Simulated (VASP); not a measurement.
Here is the system:

```
CELL_PARAMETERS angstrom
      0.00000     1.82065     1.82065
      1.82065     0.00000     1.82065
      1.82065     1.82065     0.00000
ATOMIC_POSITIONS crystal
  B  0.00000 0.00000 0.00000
  N  0.25000 0.25000 0.25000
```

The numbers are results of AM05 GGA, VASP's PBE PAW potentials (set 64) (plane waves; VASP), not measurements. Numerical set-up: 520 eV cut-off, 12×12×12 Γ-centred mesh, Gaussian smearing of 0.050 eV, potentials B N.

Problem. Estimate the energy per atom (σ→0), pressure, band gap (on the k-mesh) with the smallest direct gap where there is one.

Solution. 
```json
{
  "band gap (on the k-mesh)": "4.27 eV",
  "smallest direct gap (on the k-mesh)": "8.64 eV",
  "energy per atom (σ→0)": "-9.037 eV/atom",
  "pressure": "-10.82 GPa"
}
```

Total energies compare only between runs with the same potentials, cut-off and functional.

The compound is BN in the zinc blende structure. This cell is one point of a volume scan, at 1.03 of the reference volume.
